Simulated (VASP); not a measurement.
Here is a VASP 6.6.1 calculation.

Contents of INCAR:

```
  ALGO = Normal
  DIPOL = 0.5 0.5 0.293
  EDIFF = 1E-6
  ENCUT = 520
  GGA = PE
  IDIPOL = 3
  ISIF = 2
  ISMEAR = 0
  LASPH = T
  LCHARG = T
  LDIPOL = T
  LELF = T
  LREAL = F
  LVACPOTAV = T
  LVHAR = T
  LWAVE = F
  NBANDS = 26
  NELM = 80
  PREC = Accurate
  SIGMA = 0.1
```

File KPOINTS:

```
k-points
0
Gamma
  4 4 1
```

The input POSCAR:

```
NbO4
1.0
    3.9844639743      0.0000000000      0.0000000000
    0.0000000000      3.9844639743      0.0000000000
    0.0000000000      0.0000000000     32.4752571200
Nb O
1 4
Direct
    0.0000000000      0.0000000000      0.2925304014
    0.0000000000      0.0000000000      0.2337671941
    0.0000000000      0.0000000000      0.3512936086
    0.0000000000      0.5000000000      0.2925304014
    0.5000000000      0.0000000000      0.2925304014
```

Potentials or basis: VASP PAW PBE potentials, release 64 (Nb_sv, O).

Launch:

```bash
$ cat potpaw_PBE.64/Nb_sv/POTCAR potpaw_PBE.64/O/POTCAR > POTCAR
$ mpirun -np 1 vasp_std > vasp.out
```

Problem. Estimate the largest force.

Solution. 0.016 eV/Å.

Problem. Predict the work function of the lower face.

Solution. 9.13 eV.

Problem. What does it give for the band gap on the k mesh?

Solution. None (metal or under the smearing width).

Problem. What does it give for the work function of the upper face?

Solution. 9.13 eV.

Forces in eV/Å, atoms in the order of the input:
```
Nb   0.000  0.000  0.000
O    0.000  0.000 -0.016
O    0.000  0.000  0.016
O    0.000  0.000  0.000
O    0.000  0.000  0.000
```

Caveat: the k mesh is coarse (spacing up to 0.39 Å⁻¹), so the values aren't converged; an odd number of electrons without spin polarisation forces a metal; a magnetic or distorted state may lie lower.
